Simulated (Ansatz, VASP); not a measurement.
## PtAu2 (Au-Pt-Au stack, (111) layers): VASP beside Ansatz

Aim: how closely do two programs agree when they are given the same cell, functional and k mesh? Of the first pair: The structure shown is the start of the Ansatz relaxation below; VASP solves that cell, so the two are compared at the walk's first step.

Program: Ansatz 0.2.0. Level of theory: plane waves, with VASP 6.6.1 beside it; PBE. Results are calculated unless marked as measured.

## 1. The starting structure

The cell holds 3 atoms: 2 Au and 1 Pt. Its edges and angles: a = 2.772 Å, b = 2.772 Å, c = 32.853 Å, α = 90.0°, β = 90.0°, γ = 120.0°. It derives from PtAu2. Vacuum lies along c. The height across the vacuum is the one that the program set for its solve, not the one typed.

## 2. Ansatz: relaxation, PBE

Ansatz runs on its PAW soft_1 files.

The two programs are compared at the cell with which this relaxation starts, whose forces are those of its first step.

input.yaml reads:

```yaml
crystal:
  lattice:
    - [2.77186, 0.0, 0.0]
    - [-1.38593, 2.4005, 0.0]
    - [0.0, 0.0, 15.52643]
  atoms:
    - { symbol: Au, position: [0.0, 0.0, 0.35423477] }
    - { symbol: Pt, position: [0.33333333, 0.66666667, 0.5] }
    - { symbol: Au, position: [0.66666667, 0.33333333, 0.64576523] }
  periodic: [true, true, false]
kpoints:
  mp_grid: { grid: [9, 9, 1] }
hamiltonian:
  xc: pbe
  pseudopotentials: { kind: paw, azcp: { folder: soft_1 } }
scf:
  occupations: { method: gaussian, width: 0.1 }
output:
  forces: true
  stress: true
  eigenvalues: true
relax:
  adjacent_minimum: "off"
  f_tol: 0.05
  max_steps: 80
  cell: { stress_2d_tol: 0.02 }
```

On the command line:

```
ansatz run input.yaml --threads 4 --pin off --max-ram 12288MiB --backend cpu --events-out ev --progress --plain --runs-dir out
```

Numbers of over 12 decimals in the logs are rounded to 6 here.

What it wrote:

```text
Warning: crystal.periodic: the lattice vector that does not repeat stood 0.000° off the slab's normal, 15.526 Å along it as the deck builds it. The run solves the slab on a vector along the normal, 32.853 Å long, with every atom where it was (on the deck's vector they left 11.00 Å outside them, and the widest stretch free of ions among them is 2.26 Å). A fractional position that the run reports is one of the run's ce [...]
The last accepted step is kept in <dir> (removed where the run ends without a failure and the disk answers)
crystal.periodic: the lattice vector that does not repeat stood 0.000° off the slab's normal, 15.526 Å along it as the deck builds it. The run solves the slab on a vector along the normal, 32.853 Å long, with every atom where it was (on the deck's vector they left 11.00 Å outside them, and the widest stretch free of ions among them is 2.26 Å). A fractional position that the run reports is one of the run's cell, which [...]
Engine: ansatz 0.2.0, x86_64-unknown-linux-gnu
Pseudopotentials: kind: paw
Pseudopotential: Au, paw, valence charge 19, recommended cutoff 420 eV (normal), soft_1/Au.paw.azcp
Pseudopotential: Pt, paw, valence charge 18, recommended cutoff 420 eV (normal), soft_1/Pt.paw.azcp
Functional definition: PBE
  parameter kappa = 0.804
  parameter beta = 0.066725
  exchange = pbe_x(kappa = kappa, mu = beta*pi^2/3)
  correlation = pbe_c(beta = beta)
Crystal: 3 atoms, lattice volume = 218.598 Å³
Basis set: ecut = 420 eV, 4321 PW (Γ), exchange–correlation on 40×40×450 points (8 copies of the dense FFT grid, shifted against one another)
Bands: 34, of which v1, the nominal top of the filled ones, is band 28 counted from 1 (27 counted from 0)
Symmetry: 12 space group operations
Space group: P-3m1 (ITA 164), of the structure as read, at distance tolerance 6.0e-5 Å
k-points: 12 of 81
Non-local potential: Au, projectors of the file, l = 0: 3, l = 1: 2, l = 2: 2, l = 3: 1
Non-local potential: Pt, projectors of the file, l = 0: 3, l = 1: 2, l = 2: 2, l = 3: 1
PAW form: soft (Blöchl's): semilocal exchange-correlation on the pseudo side does not see the compensation charge
PAW one-centre angular grid: Au, 590 points (default); XC on 64 Gauss nodes
PAW one-centre angular grid: Pt, 590 points (default); XC on 64 Gauss nodes
Initial density: superposition of atomic densities (neutral atoms: chi_scale 0, normalization atom)
Initial wavefunctions: pseudopotential atomic-orbital guess
Functional: x = pbe(κ = 0.804, μ = 0.219515), c = pbe(β = 0.066725)
SCF iter   1: F=—  HF=-38827.052718 eV  |F-HF|=—  |Δ(HF+E_count)|=         —  Δρ=3.47e-2  dr2=3.10e0  ethr=3.10e-3  ⟨swp⟩=15.8  Hψ=3255  notcnv=0
preconditioner: auto → LDOS  [insulator: Δε(μ)=0.383 eV  Ē_g=8.557 eV  σ=0.100 eV  W_gap=0.51  n_scr=22 (ndim 8)  ℏωp=14.2 eV  f_vac=0.745  D(μ)=0.55/eV (n_scr^D=6)  ε∞_Penn≈3.8  β→1.0]
[...]
SCF iter   6: F=-38826.456833 eV  HF=-38826.456833 eV  |F-HF|=1.73e-8  |Δ(HF+E_count)|=   7.45e-8  Δρ=1.43e-6  dr2=4.10e-9  ethr=1.31e-10  ⟨swp⟩=5.1  Hψ=1707  notcnv=0
SCF 4 converged in 6 iterations: F = -38826.456833 eV  dr2 = 4.10e-9
relax step   4: F+E_penalty+E_count = -38826.45683297 eV  Δ(F+E_penalty+E_count) = -1.116e-3 eV  max|allowed force component| = 1.197e-2 eV/Å  Δτ_max = 0.0025 Å  P = +0.037 N/m  Ω = 221.704 Å³  energy of the carried Pulay correction = -3.443e-4 eV  fix = [c, alpha, beta]  reactions: c +0.000 N/m  (6 SCF iters, dr2 threshold 3.00e-7 eV, accepted)
[...]
relax step   5: F+E_penalty+E_count = -38826.45688842 eV  Δ(F+E_penalty+E_count) = -5.545e-5 eV  max|allowed force component| = 6.742e-4 eV/Å  Δτ_max = 0.0040 Å  P = -0.001 N/m  Ω = 221.631 Å³  energy of the carried Pulay correction = -3.363e-4 eV  fix = [c, alpha, beta]  reactions: c -0.000 N/m  (8 SCF iters, dr2 threshold 1.62e-9 eV, accepted)
[...]
relax step   6: F+E_penalty+E_count = -38826.45716374 eV  Δ(F+E_penalty+E_count) = -2.753e-4 eV  max|allowed force component| = 6.477e-4 eV/Å  Δτ_max = 0.0000 Å  P = -0.010 N/m  Ω = 221.631 Å³  fix = [c, alpha, beta]  reactions: c -0.000 N/m  stress off target by 9.93e-3 N/m on what of the cell is left free  SCF on the basis re-selected at this cell (its energy is not comparable with the rows above)  (8 SCF iters)
basis re-selected at this cell: Δ(F+E_penalty+E_count) = -2.753e-4 eV, ΔP = -0.009 N/m vs the last step (what re-selecting the basis moved, of the pressure what is left beyond the Pulay correction that the steps carried, after the strain that the cell walked since its last selection, with what the two solves' SCF thresholds leave and, on support functions, any second-order correction that the steps lacked; it is no m [...]
SCF converged after 8 iterations
Free energy (F): -38826.457164 eV
Harris-Foulkes:  -38826.457164 eV  (|F-HF|=2.04e-10)
Internal energy: -38826.448873 eV  (E = F + TS)
E sigma→0 (E₀):  -38826.453018 eV
Entropy (-TS):   -0.008291 eV (-2.764 meV/atom)
Fermi energy:    -5.185645 eV
--- Per-component energies (eV) ---
  E_band       = -2011.445097
  E_kinetic    = 1751.847886
  E_local      = -250317.921255  (includes V_loc(G=0)·N_el)
  E_nonlocal   = 399.946575
  E_hartree    = 124028.371889
  E_xc         = -661.351013
  E_vxc        = -792.042207  (∫ρ·V_xc dr)
  E_paw        = -28947.133010  (= ΣΔE_a)
  E_vpaw       = -1110.024413  (= ΣTr[D̂ρ^β])
  E_aug_tail   = 0.004309  (compensation charges beyond the density's cutoff)
  E_ewald      = 114919.785747
  E_smearing   = -0.008291  (= −TS)
  E_closure    = 0.000000  (closes the sum)
  Σ components = -38826.457164   (vs F -38826.457164, Δ=0.00e0)
--- Forces (eV/Å), atoms counted from 1 ---
  atom   1  Au     0.00000000    -0.00000000    -0.00064775
  atom   2  Pt    -0.00000000     0.00000000     0.00000000
  atom   3  Au     0.00000000     0.00000000     0.00064775
  max |Σ_I F_I| component: 2.10e-30 eV/Å
--- 2D stress c σ (N/m, compression-positive) ---
       -0.009932       0.000000       0.000000
        0.000000      -0.009932       0.000000
        0.000000       0.000000      -0.000000
  P = ½ c Tr σ = -0.0099 N/m
--- Band table (eV; the first three rows and the last of 12) ---
  k-point 0: bands = [... 24 lower, -7.4798, -7.3201, -7.3201, -6.6823, -5.6945, -5.6945, -5.0315, -0.4987 (-0.5045°), ... 2 higher]
  k-point 1: bands = [... 24 lower, -7.7067, -7.5899, -7.2423, -6.2824, -5.9295, -5.7280, -3.7717, -0.2449 (-0.2492°), ... 2 higher]
  k-point 2: bands = [... 24 lower, -7.8822, -7.7655, -6.6712, -6.5178, -5.8185, -4.9843, -1.9343, 0.5122 (0.5104°), ... 2 higher]
  k-point 11: bands = [... 24 lower, -6.8516, -6.8516, -5.8948, -0.9701, -0.9701, -0.4853, 0.9009, 1.2178, ... 2 higher]
  ° read free of the cell's end (the report's vacuum.weakly_bound_levels)
--- Relaxed structure (5 steps of the walk, 5 accepted, 1 SCFs on fresh bases) ---
  F+E_penalty+E_count = -38826.45716374 eV   max|allowed force component| = 6.477e-4 eV/Å   (the final SCF, on the basis selected at the relaxed cell)
  cell:  # Å, volume = 221.6306 Å³
    - [2.791020, 0.0, 0]
    - [-1.395510, 2.417094, 0]
    - [0, 0, 32.852855]
  atoms:
    - { symbol: Au, position: [-5.287780856687388e-18, 0, 0.161385] }
    - { symbol: Pt, position: [0.333333, 0.666667, 0.236303] }
    - { symbol: Au, position: [0.666667, 0.333333, 0.311220] }
```

The column dr2 measures how far the density is from self-consistency, as an energy; F and HF (Harris–Foulkes) agree once it is small.

## 3. VASP: single point, PBE, start cell, pair 1

The same cell, functional, mesh and smearing now go to VASP, with its own data sets.

Lines of VASP's logs that name or quote its potential files are left out, and so is its time.

INCAR reads:

```
SYSTEM = PtAu2
PREC = Accurate
ENCUT = 400
EDIFF = 1E-06
NELM = 120
ISMEAR = 0
SIGMA = 0.1
LREAL = .FALSE.
ALGO = Normal
GGA = PE
NBANDS = 22
LASPH = .TRUE.
LORBIT = 11
LWAVE = .FALSE.
LCHARG = .FALSE.
ISIF = 2
LDIPOL = .TRUE.
IDIPOL = 3
DIPOL = 0.5 0.5 0.236
LVHAR = .TRUE.
GGA_COMPAT = .FALSE.
NELMDL = -8
KPAR = 2
```

POSCAR reads:

```
PtAu2
1.0
    2.7718590000      0.0000000000      0.0000000000
   -1.3859300000      2.4005010000      0.0000000000
    0.0000000000      0.0000000000     32.8528550000
Au Pt
2 1
Direct
    0.0000000000      0.0000000000      0.1674131822
    0.6666669072      0.3333333333      0.3051920145
    0.3333334536      0.6666666667      0.2363025984
```

KPOINTS reads:

```
Automatic mesh
0
Gamma
9 9 1
0 0 0
```

The projector-augmented-wave data sets are Au and Pt (PBE family, release 64).

On the command line:

```
mpirun -np 2 vasp_std
```

What it wrote:

```text
[banner, memory and clock lines left out]
running    2 mpi-ranks, on    1 nodes
 distrk:  each k-point on    1 cores,    2 groups
 distr:  one band on    1 cores,    1 groups

 POSCAR found type information on POSCAR AuPt
 POSCAR found :  2 types and       3 ions
 LDA part: xc-table for (Slater+PW92), standard interpolation
 POSCAR, INCAR and KPOINTS ok, starting setup
 FFT: planning ... GRIDC
 FFT: planning ... GRID_SOFT
 FFT: planning ... GRID
 WAVECAR not read
 entering main loop
       N       E                     dE             d eps       ncg     rms          rms(c)
DAV:   1     0.203835475514E+03    0.20384E+03   -0.11013E+04   536   0.938E+02
DAV:   2    -0.236805949346E+01   -0.20620E+03   -0.19506E+03   766   0.209E+02
DAV:   3    -0.124036978295E+02   -0.10036E+02   -0.95321E+01   638   0.502E+01
DAV:   4    -0.125462030099E+02   -0.14251E+00   -0.14244E+00   646   0.652E+00
DAV:   5    -0.125491316299E+02   -0.29286E-02   -0.29285E-02   670   0.842E-01
DAV:   6    -0.125492384924E+02   -0.10686E-03   -0.10686E-03   648   0.150E-01
DAV:   7    -0.125492441117E+02   -0.56192E-05   -0.56193E-05   670   0.301E-02
DAV:   8    -0.125492444225E+02   -0.31089E-06   -0.31068E-06   548   0.642E-03    0.190E+01
DAV:   9    -0.117465583679E+02    0.80269E+00   -0.26357E+00   606   0.151E+01    0.118E+01
DAV:  10    -0.118223597745E+02   -0.75801E-01   -0.17120E+00   644   0.116E+01    0.539E+00
DAV:  11    -0.116920233003E+02    0.13034E+00   -0.24847E+00   562   0.135E+01    0.215E+00
DAV:  12    -0.116500294663E+02    0.41994E-01   -0.12386E-01   584   0.393E+00    0.557E-01
DAV:  13    -0.116468779580E+02    0.31515E-02   -0.15868E-02   616   0.120E+00    0.174E-01
DAV:  14    -0.116467904057E+02    0.87552E-04   -0.17141E-03   644   0.304E-01    0.720E-02
DAV:  15    -0.116467754288E+02    0.14977E-04   -0.29288E-04   648   0.124E-01    0.206E-02
DAV:  16    -0.116467864207E+02   -0.10992E-04   -0.29785E-05   674   0.607E-02    0.250E-02
DAV:  17    -0.116467935297E+02   -0.71091E-05   -0.10093E-05   626   0.322E-02    0.701E-03
DAV:  18    -0.116467944233E+02   -0.89354E-06   -0.28515E-06   522   0.141E-02
   1 F= -.11646794E+02 E0= -.11646661E+02  d E =-.266710E-03
```

OUTCAR, selected parts (step 3):

```text
ion  position               nearest neighbor table
   1  0.000  0.000  0.167-   3 2.77   3 2.77   3 2.77
   2  0.667  0.333  0.305-   3 2.77   3 2.77   3 2.77
   3  0.333  0.667  0.236-   2 2.77   1 2.77   2 2.77   1 2.77   2 2.77   1 2.77

  LATTYP: Found a hexagonal cell.
 ALAT       =     2.7718590000
 C/A-ratio  =    11.8522821688

 Subroutine GETGRP returns: Found 12 space group operations
 (whereof  6 operations were pure point group operations)

The static configuration has the point symmetry C_3v.
 The point group associated with its full space group is D_3d.

 Found     12 irreducible k-points:

   k-points           NKPTS =     12   k-points in BZ     NKDIM =     12   number of bands    NBANDS=     22

   dimension x,y,z NGX =    18 NGY =   18 NGZ =  216
   dimension x,y,z NGXF=    36 NGYF=   36 NGZF=  432

   ENCUT  =  400.0 eV  29.40 Ry    5.42 a.u.   4.52  4.52 53.57*2*pi/ulx,y,z

   NELECT =      32.0000    total number of electrons

 k-points in reciprocal lattice and weights: Automatic mesh
   0.00000000  0.00000000  0.00000000       0.012
   0.11111111  0.00000000  0.00000000       0.074
   0.22222222  0.00000000  0.00000000       0.074
   0.33333333 -0.00000000  0.00000000       0.074
   0.44444444  0.00000000  0.00000000       0.074
   0.11111111  0.11111111  0.00000000       0.074
   0.22222222  0.11111111  0.00000000       0.148
   0.33333333  0.11111111  0.00000000       0.148
   0.44444444  0.11111111  0.00000000       0.074
   0.22222222  0.22222222  0.00000000       0.074
   0.33333333  0.22222222  0.00000000       0.148
   0.33333333  0.33333333  0.00000000       0.025

 dipolmoment           0.000000      0.000000     -0.000020 electrons x Angstroem

 average (electrostatic) potential at core
       1 -75.1844       2 -75.1844       3 -75.5987

 E-fermi :  -1.7246

 k-point     1 :       0.0000    0.0000    0.0000
  band No.  band energies     occupation
    ...
     14      -4.0188      2.00000
     15      -4.0188      2.00000
     16      -3.2728      2.00000
     17      -2.4246      2.00000
     18      -2.4246      2.00000
     19      -1.5250      0.00475
     20       3.0779      0.00000
     21       3.3035      0.00000
     22       3.3128      0.00000

 k-point     2 :       0.1111    0.0000    0.0000
  band No.  band energies     occupation
    ...
     14      -4.3513      2.00000
     15      -3.9120      2.00000
     16      -3.0496      2.00000
     17      -2.4210      2.00000
     18      -2.4108      2.00000
     19      -0.1719      0.00000
     20       3.3651      0.00000
     21       3.6174      0.00000
     22       3.6550      0.00000

 k-point     3 :       0.2222    0.0000    0.0000
  band No.  band energies     occupation
    ...
     13      -4.6064      2.00000
     14      -4.5313      2.00000
     15      -3.4488      2.00000
     16      -3.1359      2.00000
     17      -2.4341      2.00000
     18      -1.2309      0.00000
     19       1.7614      0.00000
     20       4.1921      0.00000
     21       4.5665      0.00000
     22       4.6718      0.00000

  Total        3.7084358      3.7084379      5.6585187     -0.0000008      0.0000000      0.0000000
  in kB       27.1803598     27.1803754     41.4731661     -0.0000057      0.0000000      0.0000000
  external PRESSURE =      31.9446338 kB  Pullay stress =       0.0000000 kB

  energy-cutoff  :      400.00
  volume of cell :      218.60
      direct lattice vectors                 reciprocal lattice vectors
     2.771859000  0.000000000  0.000000000     0.360768712  0.208289928  0.000000000
    -1.385930000  2.400501000  0.000000000     0.000000000  0.416579706  0.000000000
     0.000000000  0.000000000 32.852855000     0.000000000  0.000000000  0.030438755

 POSITION                                       TOTAL-FORCE (eV/Angst)
 -----------------------------------------------------------------------------------
      0.00000      0.00000      5.50000         0.000000     -0.000000     -1.260812
      1.38593      0.80017     10.02643        -0.000000      0.000000      1.260812
     -0.00000      1.60033      7.76322        -0.000000     -0.000000      0.000000
 -----------------------------------------------------------------------------------
    total drift:                               -0.000245      0.000000     -0.000533

  FREE ENERGIE OF THE ION-ELECTRON SYSTEM (eV)
  ---------------------------------------------------
  free  energy   TOTEN  =       -11.6467944233 eV

  energy  without entropy=      -11.6465277138  energy(sigma->0) =      -11.64666107

 vacuum level on the upper side and lower side of the slab         3.377         3.378

 total charge
# of ion       s       p       d       tot
------------------------------------------
    1        0.577   0.368   8.768   9.713
    2        0.577   0.368   8.768   9.713
    3        0.616   0.564   8.141   9.321
--------------------------------------------------
tot          1.769   1.301  25.677  28.747

[... 3 further parts left out ...]
```

The run ends at a pressure of 3.19 GPa, with forces up to 1.3 eV/Å.

## 4. Comparison

Known differences besides the potentials themselves: Ansatz cuts the interaction across the vacuum, VASP repeats the sheet with a dipole correction (LDIPOL); the data sets hold 56 valence electrons in Ansatz (on its PAW soft_1 files) and 32 in VASP; the cutoff is 420 eV in Ansatz and 400 eV in VASP. Total energies have different zeros and are not compared.

Forces (eV/Å; atoms numbered as in POSCAR):

| atom | Ansatz x, y, z | VASP x, y, z |
| --- | --- | --- |
| Au1 | 0.000, 0.000, -1.275 | 0.000, 0.000, -1.261 |
| Au2 | 0.000, 0.000, 1.275 | 0.000, 0.000, 1.261 |
| Pt3 | 0.000, 0.000, 0.000 | 0.000, 0.000, 0.000 |

The forces differ by 6.7 meV/Å r.m.s., which is 1.1 % of the r.m.s. force of 0.594 eV/Å (both taken over all components). Where the cell holds vacuum, a pressure given here is an average over it and none of the material.

## 5. Ansatz: relaxation, PBE

This run makes the geometry at which the two programs are then compared.

The structure compared here is the end of the Ansatz relaxation.

This is the run of step 2 again, met here at its other cell.

## 6. VASP: single point, PBE, relaxed cell, pair 2

The same cell, functional, mesh and smearing now go to VASP, with its own data sets.

INCAR is that of step 3.

POSCAR reads:

```
PtAu2
1.0
    2.7910202899      0.0000000000      0.0000000000
   -1.3955101450      2.4170944736      0.0000000000
    0.0000000000      0.0000000000     32.8528545601
Au Pt
2 1
Direct
    0.0000000000      0.0000000000      0.1613854826
    0.6666666667      0.3333333333      0.3112197204
    0.3333333333      0.6666666667      0.2363026015
```

KPOINTS is that of step 3.

On the command line:

```
mpirun -np 2 vasp_std
```

What it wrote:

```text
[... set-up lines as in an earlier step ...]
 entering main loop
       N       E                     dE             d eps       ncg     rms          rms(c)
DAV:   1     0.200851351096E+03    0.20085E+03   -0.10878E+04   536   0.930E+02
DAV:   2    -0.244091957883E+01   -0.20329E+03   -0.19362E+03   768   0.209E+02
DAV:   3    -0.126633015577E+02   -0.10222E+02   -0.98463E+01   618   0.500E+01
DAV:   4    -0.128046368486E+02   -0.14134E+00   -0.14121E+00   662   0.651E+00
[...]
DAV:  18    -0.118766143510E+02   -0.21349E-05   -0.98792E-07   438   0.787E-03    0.145E-03
DAV:  19    -0.118766246374E+02   -0.10286E-04   -0.36984E-06   504   0.780E-03    0.388E-03
DAV:  20    -0.118766247122E+02   -0.74792E-07   -0.11711E-07   408   0.296E-03
   1 F= -.11876625E+02 E0= -.11872512E+02  d E =-.822465E-02
```

From OUTCAR (step 6):

```text
  Total       -0.0879376     -0.0879376     -0.0551378      0.0000000      0.0000000     -0.0000000
  in kB       -0.6357047     -0.6357047     -0.3985937      0.0000000      0.0000000     -0.0000000
  external PRESSURE =      -0.5566677 kB  Pullay stress =       0.0000000 kB

 POSITION                                       TOTAL-FORCE (eV/Angst)
 -----------------------------------------------------------------------------------
      0.00000      0.00000      5.30197        -0.000000     -0.000000      0.005462
      1.39551      0.80570     10.22446         0.000000      0.000000     -0.005462
     -0.00000      1.61140      7.76321        -0.000000     -0.000000      0.000000
 -----------------------------------------------------------------------------------
    total drift:                               -0.000000     -0.000000     -0.000936

  FREE ENERGIE OF THE ION-ELECTRON SYSTEM (eV)
  ---------------------------------------------------
  free  energy   TOTEN  =       -11.8766247122 eV

  energy  without entropy=      -11.8684000598  energy(sigma->0) =      -11.87251239

[... 1 part as in an earlier step ...]

[... 2 further parts left out ...]
[key lines of the parts left out:]
E-fermi :  -1.8651
```

The run ends at a pressure of -0.06 GPa, with forces up to 0.0055 eV/Å.

[end of part 1 of 2]

[Lines on the potential files, build, host, timing and source positions are cut from VASP's logs without a mark.]

[Logs are printed without paths, hosts, clocks, repeated set-up lines and the standing remarks that a program may print on its own settings, such as how far it seeks lower states.]

[Hosts, paths, dates, database ids (printed as entryN), source tags and the programs' standing remarks are cut or masked in the printed files.]
